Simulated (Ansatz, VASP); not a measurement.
# Cross-check of RbVF3 between VASP and Ansatz, part 2 of 2

Aim: how closely do two programs agree when they are given the same cell, functional and k mesh? The cell is taken from a series of runs on this material, whose earlier steps may have relaxed, scaled, displaced or heated it; both programs get it as it stands.

VASP 6.6.1 and Ansatz 0.2.0.

So far: The starting structure; Ansatz: relaxation of cell and atoms, PBEsol.

## 3. VASP: relaxation of cell and atoms, PBEsol

Level of this step: PBEsol, spin-polarised from an antiferromagnetic start; plane waves and PAW (Rb_sv, V_sv, F) (VASP).

The same cell, functional, mesh and smearing now go to VASP, with its own data sets.

Lines of VASP's logs that name or quote its potential files are left out, and so is its time.

INCAR

```
SYSTEM = RbVF3
PREC = Accurate
ENCUT = 600
EDIFF = 1E-07
NELM = 200
ISMEAR = 0
SIGMA = 0.02
LREAL = .FALSE.
ALGO = Normal
GGA = PS
NBANDS = 58
ISPIN = 2
MAGMOM = -0 0 2.16 -2.16 -0 0 -0 0 0 -0
LASPH = .TRUE.
LMAXMIX = 4
LORBIT = 11
LWAVE = .FALSE.
LCHARG = .FALSE.
ISIF = 3
IBRION = 2
NSW = 80
EDIFFG = -0.005
GGA_COMPAT = .FALSE.
NELMIN = 4
KPAR = 2
```

POSCAR

```
RbVF3
1.0
    4.1369840000      4.1369840000      0.0000000000
    4.1369840000      0.0000000000      4.1369840000
    4.1369840000      0.0000000000     -4.1369840000
Rb V F
2 2 6
Direct
    0.0000000000      0.0000000000      0.0000000000
    0.0000000000      0.5000000000      0.5000000000
    0.5000000000      0.2500000000      0.7500000000
    0.5000000000      0.7500000000      0.2500000000
    0.5000000000      0.0000000000      0.0000000000
    0.5000000000      0.5000000000      0.5000000000
    0.5000000000      0.0000000000      0.5000000000
    0.5000000000      0.5000000000      0.0000000000
    0.0000000000      0.5000000000      0.0000000000
    0.0000000000      0.0000000000      0.5000000000
```

KPOINTS

```
Automatic mesh
0
Gamma
8 8 8
0 0 0
```

PAW data sets: Rb_sv, V_sv and F (PBE family, release 64).

Run with:

```console
$ mpirun -np 2 vasp_std
```

Numbers of over 12 decimals in the logs are rounded to 6 here.

Output:

```text
[banner, memory and clock lines left out]
running    2 mpi-ranks, on    1 nodes
 distrk:  each k-point on    1 cores,    2 groups
 distr:  one band on    1 cores,    1 groups

 POSCAR found type information on POSCAR RbV F
 POSCAR found :  3 types and      10 ions
|                                                                             |
|               ----> ADVICE to this user running VASP <----                  |
|                                                                             |
|     You enforced a specific xc type in the INCAR file but a different       |
|     [... a line on the potential file left out ...]
|     I HOPE YOU KNOW WHAT YOU ARE DOING!                                     |
|                                                                             |

 LDA part: xc-table for (Slater+PW92), standard interpolation
 POSCAR, INCAR and KPOINTS ok, starting setup
 FFT: planning ... GRIDC
 FFT: planning ... GRID_SOFT
 FFT: planning ... GRID
 WAVECAR not read
 entering main loop
       N       E                     dE             d eps       ncg     rms          rms(c)
DAV:   1     0.101082043568E+04    0.10108E+04   -0.52555E+04  6760   0.169E+03
DAV:   2     0.134457743576E+02   -0.99737E+03   -0.96364E+03  7592   0.456E+02
DAV:   3    -0.612104519876E+02   -0.74656E+02   -0.73969E+02  8046   0.134E+02
DAV:   4    -0.628841558126E+02   -0.16737E+01   -0.16596E+01  9482   0.185E+01
DAV:   5    -0.629362170439E+02   -0.52061E-01   -0.52038E-01  9082   0.242E+00    0.232E+01
DAV:   6    -0.589383162947E+02    0.39979E+01   -0.25252E+01  8004   0.293E+01    0.111E+01
DAV:   7    -0.590872977138E+02   -0.14898E+00   -0.23195E+00  7412   0.907E+00    0.875E+00
DAV:   8    -0.590931873433E+02   -0.58896E-02   -0.33117E-01  7884   0.318E+00    0.394E+00
DAV:   9    -0.590999870710E+02   -0.67997E-02   -0.72290E-02  8480   0.175E+00    0.116E+00
DAV:  10    -0.591101453141E+02   -0.10158E-01   -0.11604E-02  7936   0.508E-01    0.227E-01
DAV:  11    -0.591101958479E+02   -0.50534E-04   -0.93536E-04  9594   0.155E-01    0.129E-01
DAV:  12    -0.591104572938E+02   -0.26145E-03   -0.55727E-04  8080   0.115E-01    0.419E-02
DAV:  13    -0.591104961097E+02   -0.38816E-04   -0.49384E-05  7988   0.399E-02    0.336E-02
DAV:  14    -0.591105009907E+02   -0.48810E-05   -0.12020E-05  7592   0.152E-02    0.124E-02
DAV:  15    -0.591105052321E+02   -0.42414E-05   -0.32034E-06  7736   0.868E-03    0.322E-03
DAV:  16    -0.591105053661E+02   -0.13401E-06   -0.29113E-07  7232   0.290E-03    0.222E-03
DAV:  17    -0.591105054573E+02   -0.91200E-07   -0.72948E-08  4670   0.131E-03
   1 F= -.59110505E+02 E0= -.59110505E+02  d E =-.591105E+02  mag=     0.0000
 curvature:   0.00 expect dE= 0.000E+00 dE for cont linesearch  0.000E+00
 trial: gam= 0.00000 g(F)=  0.548E-57 g(S)=  0.718E-04 ort = 0.000E+00 (trialstep = 0.100E+01)
 search vector abs. value=  0.718E-04
 bond charge predicted
       N       E                     dE             d eps       ncg     rms          rms(c)
DAV:   1    -0.591114973093E+02   -0.99194E-03   -0.21176E-02  7020   0.862E-01    0.253E-01
DAV:   2    -0.591105954135E+02    0.90190E-03   -0.29784E-03  6978   0.278E-01    0.810E-02
DAV:   3    -0.591105534197E+02    0.41994E-04   -0.34482E-04  7590   0.942E-02    0.259E-02
DAV:   4    -0.591105476029E+02    0.58168E-05   -0.28237E-05  8014   0.251E-02    0.111E-02
DAV:   5    -0.591105446791E+02    0.29238E-05   -0.42513E-06  8888   0.975E-03    0.568E-03
DAV:   6    -0.591105441410E+02    0.53812E-06   -0.51082E-07  8136   0.351E-03    0.305E-03
DAV:   7    -0.591105436932E+02    0.44773E-06   -0.98936E-08  5220   0.180E-03    0.155E-03
DAV:   8    -0.591105434098E+02    0.28342E-06   -0.49165E-08  4022   0.126E-03    0.595E-04
DAV:   9    -0.591105433823E+02    0.27505E-07   -0.85962E-09  3744   0.483E-04
   2 F= -.59110543E+02 E0= -.59110543E+02  d E =-.379250E-04  mag=     0.0000
 trial-energy change:   -0.000038  1 .order   -0.000036   -0.000072    0.000000
 step:   0.9960(harm=  0.9953)  dis= 0.00000  next Energy=   -59.110543 (dE=-0.379E-04)
 reached required accuracy - stopping structural energy minimisation
```

Parts of OUTCAR (step 3):

```text
ion  position               nearest neighbor table
   1  0.000  0.000  0.000-   5 2.93   9 2.93  10 2.93   7 2.93  10 2.93   8 2.93   9 2.93   6 2.93
                             5 2.93   6 2.93   7 2.93   8 2.93   4 3.58   3 3.58   3 3.58   4 3.58
   2  0.000  0.500  0.500-   6 2.93   9 2.93  10 2.93   8 2.93   9 2.93   7 2.93  10 2.93   5 2.93
                             5 2.93   6 2.93   7 2.93   8 2.93   3 3.58   4 3.58   3 3.58   4 3.58
   3  0.500  0.250  0.750-   5 2.07   6 2.07   7 2.07   8 2.07  10 2.07   9 2.07   1 3.58   1 3.58
                             2 3.58   1 3.58   2 3.58   1 3.58   2 3.58   2 3.58
   4  0.500  0.750  0.250-   5 2.07   6 2.07   7 2.07   8 2.07   9 2.07  10 2.07   1 3.58   2 3.58
                             1 3.58   2 3.58   1 3.58   1 3.58   2 3.58   2 3.58
   5  0.500  0.000  0.000-   3 2.07   4 2.07   1 2.93   2 2.93   1 2.93   2 2.93
   6  0.500  0.500  0.500-   3 2.07   4 2.07   2 2.93   1 2.93   1 2.93   2 2.93
   7  0.500  0.000  0.500-   3 2.07   4 2.07   1 2.93   2 2.93   1 2.93   2 2.93
   8  0.500  0.500  0.000-   3 2.07   4 2.07   2 2.93   1 2.93   1 2.93   2 2.93
   9  0.000  0.500  0.000-   3 2.07   4 2.07   1 2.93   2 2.93   1 2.93   2 2.93
  10  0.000  0.000  0.500-   4 2.07   3 2.07   1 2.93   1 2.93   2 2.93   2 2.93

  LATTYP: Found a face centered cubic cell.
 ALAT       =     8.2739680000

 Subroutine GETGRP returns: Found 48 space group operations
 (whereof 48 operations were pure point group operations)

The static configuration has the point symmetry O_h .

 Found     29 irreducible k-points:

   k-points           NKPTS =     29   k-points in BZ     NKDIM =     29   number of bands    NBANDS=     58

   dimension x,y,z NGX =    48 NGY =   48 NGZ =   48
   dimension x,y,z NGXF=    96 NGYF=   96 NGZF=   96

   ENCUT  =  600.0 eV  44.10 Ry    6.64 a.u.  11.69 11.69 11.69*2*pi/ulx,y,z

   NELECT =      86.0000    total number of electrons

 k-points in reciprocal lattice and weights: Automatic mesh
   0.00000000  0.00000000  0.00000000       0.002
   0.12500000  0.00000000  0.00000000       0.012
   0.25000000  0.00000000  0.00000000       0.012
   0.37500000  0.00000000  0.00000000       0.012
   0.50000000  0.00000000  0.00000000       0.006
   0.00000000  0.12500000  0.00000000       0.016
   0.25000000  0.12500000  0.00000000       0.047
   0.37500000  0.12500000  0.00000000       0.047
   0.50000000  0.12500000  0.00000000       0.047
[...]
-0.25000000  0.37500000  0.12500000       0.047
  -0.25000000  0.25000000  0.25000000       0.012

 average (electrostatic) potential at core
       1 -35.1185       2 -35.1185       3 -75.0851       4 -75.0851       5 -76.8670
       6 -76.8670       7 -76.8670       8 -76.8670       9 -76.8670      10 -76.8670

 E-fermi :   4.6842

 spin component 1
 k-point     1 :       0.0000    0.0000    0.0000
  band No.  band energies     occupation
    ...
     39      -1.2014      1.00000
     40      -1.2014      1.00000
     41       4.2394      1.00000
     42       4.2394      1.00000
     43       4.2398      1.00000
     44       6.0533      0.00000
     45       6.0538      0.00000
     46       6.1932      0.00000
     47       7.2133      0.00000
     48       7.2135      0.00000
    ...

 k-point     2 :       0.1250    0.0000    0.0000
  band No.  band energies     occupation
    ...
     39      -1.2729      1.00000
     40      -1.2043      1.00000
     41       4.2469      1.00000
     42       4.2899      1.00000
     43       4.2904      1.00000
     44       6.0626      0.00000
     45       6.1797      0.00000
     46       6.4912      0.00000
     47       7.1727      0.00000
     48       7.1728      0.00000
    ...

 k-point     3 :       0.2500    0.0000    0.0000
  band No.  band energies     occupation
    ...
     39      -1.4513      1.00000
     40      -1.2108      1.00000
     41       4.2650      1.00000
     42       4.3930      1.00000
     43       4.3935      1.00000
     44       6.0815      0.00000
     45       6.3701      0.00000
     46       7.1371      0.00000
     47       7.1373      0.00000
     48       7.2079      0.00000
    ...

 k-point     4 :       0.3750    0.0000    0.0000
  band No.  band energies     occupation
    ...
     39      -1.6447      1.00000
     40      -1.2175      1.00000
     41       4.2832      1.00000
     42       4.4686      1.00000
     43       4.4691      1.00000
     44       6.0976      0.00000
     45       6.3290      0.00000
     46       7.1682      0.00000
     47       7.1683      0.00000
     48       7.2384      0.00000
    ...

 k-point     5 :       0.5000    0.0000    0.0000
  band No.  band energies     occupation
    ...
     39      -1.6978      1.00000
     40      -1.2202      1.00000
     41       4.2907      1.00000
     42       4.4919      1.00000
     43       4.4924      1.00000
     44       6.1035      0.00000
     45       6.2156      0.00000
     46       7.1976      0.00000
     47       7.1978      0.00000
     48       7.2435      0.00000
    ...

 k-point     6 :       0.0000    0.1250    0.0000
  band No.  band energies     occupation
    ...
     39      -1.2452      1.00000
     40      -1.2236      1.00000
     41       4.2673      1.00000
     42       4.2675      1.00000
     43       4.2679      1.00000
     44       6.1168      0.00000
     45       6.1173      0.00000
     46       6.4054      0.00000
     47       7.1796      0.00000
     48       7.1969      0.00000
    ...

  Total       -0.0003356     -0.0003356     -0.0003356      0.0000000     -0.0000000      0.0000000
  in kB       -0.0037931     -0.0037931     -0.0037931      0.0000000     -0.0000000      0.0000000
  external PRESSURE =      -0.0037931 kB  Pullay stress =       0.0000000 kB

  energy-cutoff  :      600.00
  volume of cell :      141.75
      direct lattice vectors                 reciprocal lattice vectors
     4.138389555  4.138389555 -0.000000000    -0.000000000  0.241639891  0.000000000
     4.138389555 -0.000000000  4.138389555     0.120819945 -0.120819945  0.120819945
     4.138389555  0.000000000 -4.138389555     0.120819945 -0.120819945 -0.120819945

 POSITION                                       TOTAL-FORCE (eV/Angst)
 -----------------------------------------------------------------------------------
     12.41517      4.13839      0.00000         0.000000      0.000000     -0.000000
      8.27678      4.13839      0.00000        -0.000000      0.000000     -0.000000
      6.20758      2.06919     -2.06919         0.000000      0.000000      0.000000
      6.20758      2.06919      2.06919         0.000000     -0.000000     -0.000000
     10.34597      2.06919      0.00000         0.000000      0.000000      0.000000
      6.20758      2.06919      0.00000        -0.000000     -0.000000     -0.000000
      4.13839      2.06919     -2.06919        -0.000000      0.000000      0.000000
      8.27678      2.06919     -2.06919         0.000000     -0.000000      0.000000
      2.06919     -0.00000      2.06919        -0.000000     -0.000000     -0.000000
      6.20758     -0.00000      2.06919        -0.000000     -0.000000     -0.000000
 -----------------------------------------------------------------------------------
    total drift:                                0.000000      0.000000      0.000000

  FREE ENERGIE OF THE ION-ELECTRON SYSTEM (eV)
  ---------------------------------------------------
  free  energy   TOTEN  =       -59.1105433823 eV

  energy  without entropy=      -59.1105433823  energy(sigma->0) =      -59.11054338

 reached required accuracy - stopping structural energy minimisation

 total charge
# of ion       s       p       d       tot
------------------------------------------
    1        1.936   5.359   0.030   7.326
    2        1.936   5.359   0.030   7.326
    3        2.136   6.121   3.145  11.401
    4        2.136   6.121   3.145  11.401
    5        1.723   4.367   0.000   6.090
    6        1.723   4.367   0.000   6.090
    7        1.723   4.367   0.000   6.090
    8        1.723   4.367   0.000   6.090
    9        1.723   4.367   0.000   6.090
   10        1.723   4.367   0.000   6.090
--------------------------------------------------
tot         18.481  49.161   6.350  73.992

 magnetization (x)
# of ion       s       p       d       tot
------------------------------------------
    1        0.000   0.000   0.000   0.000
    2        0.000   0.000   0.000   0.000
    3        0.014   0.014   2.583   2.611
    4       -0.014  -0.014  -2.583  -2.611
    5        0.000   0.000   0.000   0.000
    6        0.000   0.000   0.000   0.000
    7        0.000   0.000   0.000   0.000
    8        0.000   0.000   0.000   0.000
    9        0.000   0.000   0.000   0.000
   10        0.000   0.000   0.000   0.000
--------------------------------------------------
tot          0.000   0.000   0.000   0.000

[... 1 further part left out ...]
```

CONTCAR:

```
RbVF3
   1.00000000000000
     4.1383895546244887    4.1383895546244887   -0.0000000000000000
     4.1383895546244887   -0.0000000000000000    4.1383895546244887
     4.1383895546244887    0.0000000000000000   -4.1383895546244887
  Rb              V               F
     2     2     6
Direct
     1.0000000000000000    1.0000000000000000    1.0000000000000000
     1.0000000000000000    0.5000000000000000    0.5000000000000000
     0.5000000000000000    0.2500000000000000    0.7500000000000000
     0.5000000000000000    0.7500000000000000    0.2500000000000000
     0.5000000000000000    1.0000000000000000    1.0000000000000000
     0.5000000000000000    0.5000000000000000    0.5000000000000000
     0.5000000000000000    0.0000000000000000    0.5000000000000000
     0.5000000000000000    0.5000000000000000    1.0000000000000000
     0.0000000000000000    0.5000000000000000    0.0000000000000000
     0.0000000000000000    1.0000000000000000    0.5000000000000000
```

The magnetic state follows from one typed start and may not be the lowest.

## 4. Side by side

Known differences besides the potentials themselves: VASP starts from the moments at which Ansatz ended; the cutoff is 420 eV in Ansatz and 600 eV in VASP; Ansatz makes its cores anew for this functional, VASP keeps those of its PBE data sets; Ansatz adds a Pulay correction to the stress that steers its cell, VASP none; site moments are counted in spheres of each program's own size. Total energies have different zeros and are not compared.

Compared:

```csv
quantity,Ansatz,VASP,difference
volume (Å³),141.61,141.75,-0.10 %
"edge a after relaxation, in the typed setting (Å)",5.851,5.853,-0.03 %
moment on V4 (μB),-2.16,-2.61,+0.45
moment on V3 (μB),2.16,2.61,-0.45
```

## 5. What came out

| Item | Value |
| --- | --- |
| difference in volume (relaxation of cell and atoms, PBEsol) | -0.10 % |

What this shows: The difference in volume is -0.10 % (relaxation of cell and atoms, PBEsol), within the 1.2 % picked in this series as the mark of a large difference, as far as the stopping tolerances let one tell. How closely two codes agree says nothing of how well the functional describes the real material.

[Lines on the potential files, build, host, timing and source positions are cut from VASP's logs without a mark.]

[Logs are printed without paths, hosts, clocks, repeated set-up lines and the standing remarks that a program may print on its own settings, such as how far it seeks lower states.]

[Hosts, paths, dates, database ids (printed as entryN), source tags and the programs' standing remarks are cut or masked in the printed files.]
